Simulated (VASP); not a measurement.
Calculation: PBE GGA, VASP's PBE PAW potentials (set 64) (plane waves; VASP 6.6.1).

Input for VASP

POSCAR:
```
KCl
1
    0.0000000000     3.2079000000     3.2079000000
    3.2079000000     0.0000000000     3.2079000000
    3.2079000000     3.2079000000     0.0000000000
K Cl
1 1
Direct
  0.0000000000   0.0000000000   0.0000000000
  0.5000000000   0.5000000000   0.5000000000
```

INCAR:
```
! general
SYSTEM = KCl
PREC   = Accurate
ENCUT  = 400
LREAL  = .FALSE.
LASPH  = .TRUE.

! electronic loop
EDIFF  = 1E-6
NELM   = 100
ALGO   = Normal

! smearing
ISMEAR = 0
SIGMA  = 0.05

! functional
GGA    = PE

! ions
ISIF   = 2

! output
LWAVE  = .FALSE.
LCHARG = .FALSE.
```

### KPOINTS
```
Automatic mesh
0
Monkhorst-Pack
8 8 8
0 0 0
```

POTCAR, in this order: K_sv Cl (PBE.64 set). Program: vasp_std.

**Question.** What will the output report for the number of irreducible k-points (NKPTS), number of bands (NBANDS), largest plane-wave count, number of space-group operations, FFT grid (NGX, NGY, NGZ)?

**Answer.** 
* **number of irreducible k-points (NKPTS)**: 60
* **number of bands (NBANDS)**: 12
* **largest plane-wave count**: 1239
* **number of space-group operations**: 48
* **FFT grid (NGX, NGY, NGZ)**: 30 × 30 × 30

The compound is KCl in the rock salt structure. The cell was not relaxed at this level. The run is one of a series of settings (KPOINTS 8×8×8 Monkhorst-Pack mesh against the base run), some of them coarse on purpose.
